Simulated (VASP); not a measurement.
Data:

```
CELL_PARAMETERS angstrom
      0.00000     2.95162     2.95162
      2.95162     0.00000     2.95162
      2.95162     2.95162     0.00000
ATOMIC_POSITIONS crystal
  In 0.00000 0.00000 0.00000
  P  0.25000 0.25000 0.25000
```

These are r2SCAN meta-GGA, VASP's PBE PAW potentials (set 64) (plane waves; VASP 6.6.1) values and carry that method's errors. Numerical set-up: 520 eV cut-off, 9×9×9 Γ-centred mesh, tetrahedra with Blöchl corrections, potentials In_d P.

Unless said otherwise, spin-orbit coupling is left out, though it shifts the bands of the heavy elements here.

**Question.** Predict the energy per atom (σ→0), band gap (over mesh and band path) with the smallest direct gap where there is one.

**Answer.** 
| Item | Value |
|---|---|
| band gap (over mesh and band path) | 1.04 eV |
| smallest direct gap (over mesh and band path) | 1.04 eV |
| energy per atom (σ→0) | -16.149 eV/atom |

The compound is InP in the zinc blende structure. It was relaxed first.
